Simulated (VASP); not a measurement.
Consider the following.

KMgF3 is taken in the cubic space group Pm-3m (No. 221), the cubic perovskite structure, Pearson symbol cP5. Conventional cell: a = b = c = 4.0357 Å, α = β = γ = 90.00°. K on 1a is coordinated by 12 F at 2.854 Å (cuboctahedral). Mg on 1b sees 6 F at 2.018 Å (octahedral). F on 3c is surrounded by 2 Mg at 2.018 Å and 4 K at 2.854 Å (octahedral). (Neighbours: up to the widest gap in distance over summed covalent radii, below 1.35, at either atom; cation-cation and far metal-metal contacts left out.)

These are TPSS meta-GGA, VASP's PBE PAW potentials (set 64) (plane waves; VASP) values and carry that method's errors. Settings: 520 eV cut-off, 6×6×6 Γ-centred mesh, Gaussian smearing of 0.050 eV, potentials K_sv Mg F.

### Question
Give the energy at these volumes per atom, relative to the lowest: 12.17, 12.56, 12.95, 13.34, 13.73 Å³.

### Answer
16.6, 5.3, 0.0, 0.0, 4.3 meV/atom. A third-order Birch-Murnaghan fit gives B0 = 65.9 GPa and B0′ = 4.7.

The compound is KMgF3 in the cubic perovskite structure. It was relaxed first.
